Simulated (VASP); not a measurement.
```
CELL_PARAMETERS angstrom
      0.00000     2.68481     2.68481
      2.68481     0.00000     2.68481
      2.68481     2.68481     0.00000
ATOMIC_POSITIONS crystal
  Si 0.25000 0.25000 0.25000
  Si 0.75000 0.75000 0.75000
  Ni 0.00000 0.00000 0.00000
```

Method: PBE GGA, VASP's PBE PAW potentials (set 64) (plane waves; VASP). Settings: 300 eV cut-off, 9×9×9 Γ-centred mesh, Gaussian smearing of 0.27 eV, potentials Si Ni.

At this cut-off the stress carries a Pulay error, which pulls relaxed volumes low. Energy and stress use the plane-wave basis of the starting cell.

The ions, cell shape and volume are relaxed. Predict the relaxed structure.

```
CELL_PARAMETERS angstrom
      0.00000     2.72254     2.72254
      2.72254     0.00000     2.72254
      2.72254     2.72254     0.00000
ATOMIC_POSITIONS crystal
  Si 0.25000 0.25000 0.25000
  Si 0.75000 0.75000 0.75000
  Ni 0.00000 0.00000 0.00000
```
Space group Fm-3m (225), at a tolerance of 0.03 Å.

How do energy and volume change from the first to the last step?

The energy (σ→0) changes by -11.4 meV/atom and the volume by +4.3 %, in 3 ionic steps.

```csv
step,E(σ→0) (eV),max force (eV/Å),pressure (GPa),volume (Å³)
1,-17.3298,0.000,6.50,38.71
2,-17.3446,0.000,-4.73,41.71
3,-17.3641,0.000,0.11,40.36
```

The structure comes from a computed database's Si2Ni entry; how it stands against other phases isn't given here. This run relaxes it. Symmetry was kept, so distortions that lower it aren't found. The run is one of a series of settings (EDIFFG = -0.01, IBRION = 2, ISIF = 3, NSW = 50 against the base run), some of them coarse on purpose. The run is not spin-polarised, so no magnetic state was tried.
